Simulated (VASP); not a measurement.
Set up this calculation in VASP 6.6.1, as the native input.

```yaml
Task: relaxation of cell and atoms
Functional: PBE
Potentials_or_basis: VASP PAW PBE potentials, release 64 (Si, Ge_d)
Cutoff: 520 eV
k_mesh: 10 × 10 × 10
Occupations: gaussian, width 0.1 eV
Spin: no spin polarisation
Further_INCAR_settings: ALGO = Normal; EDIFF = 1e-06; IBRION = 2; EDIFFG = -0.01; NSW = 90; ISIF = 3
```

The structure of Si2Ge lies in POSCAR:

```
Si2Ge
1.0
   -1.9660000000      1.9660000000      8.3220000000
    1.9660000000     -1.9660000000      8.3220000000
    1.9660000000      1.9660000000     -8.3220000000
Si Ge
4 2
Direct
    0.0847152100      0.5847152100      0.5000000000
    0.4152847900      0.9152847900      0.5000000000
    0.6652847900      0.6652847900      0.0000000000
    0.3347152100      0.3347152100      0.0000000000
    0.0000000000      0.0000000000      0.0000000000
    0.7500000000      0.2500000000      0.5000000000
```

The cell was built by a generator and needn't be a form met in nature.

The input as run:

INCAR

```
SYSTEM = Si2Ge
  ALGO = Normal
  EDIFF = 1E-6
  EDIFFG = -0.01
  ENCUT = 520
  GGA = PE
  IBRION = 2
  ISIF = 3
  ISMEAR = 0
  KPAR = 4
  LASPH = .True.
  LCHARG = .False.
  LREAL = .False.
  LWAVE = .False.
  NELM = 120
  NSW = 90
  PREC = Accurate
  SIGMA = 0.1
```

KPOINTS

```
k-points
0
Gamma
  10 10 10
  0 0 0
```

Potentials or basis: VASP PAW PBE potentials, release 64 (Si, Ge_d).

Launch:

```bash
$ cat potpaw_PBE.64/Si/POTCAR potpaw_PBE.64/Ge_d/POTCAR > POTCAR
$ mpirun -np 4 vasp_std > vasp.out
```

Results of the run:

```yaml
Relaxed_volume: 21.39 Å³/atom
Relaxed_cell: a = 8.774 Å, b = 8.774 Å, c = 8.774 Å, α = 154.14°, β = 154.14°, γ = 36.90°
Space_group_after_relaxing_to_0.05_Å: I4_1/amd (No. 141)
Energy_gained_by_relaxing: 0.1 meV/atom
Ionic_steps: 6
Pressure_after_relaxing: 0.0 GPa
Band_gap_on_the_k_mesh: 0.49 eV, direct
```

It took 28 min on 4 MPI ranks on Intel(R) Xeon(R) Platinum 8175M CPU @ 2.50GHz (Skylake/Cascade Lake), on a shared host, peak memory 0.95 GiB a rank.
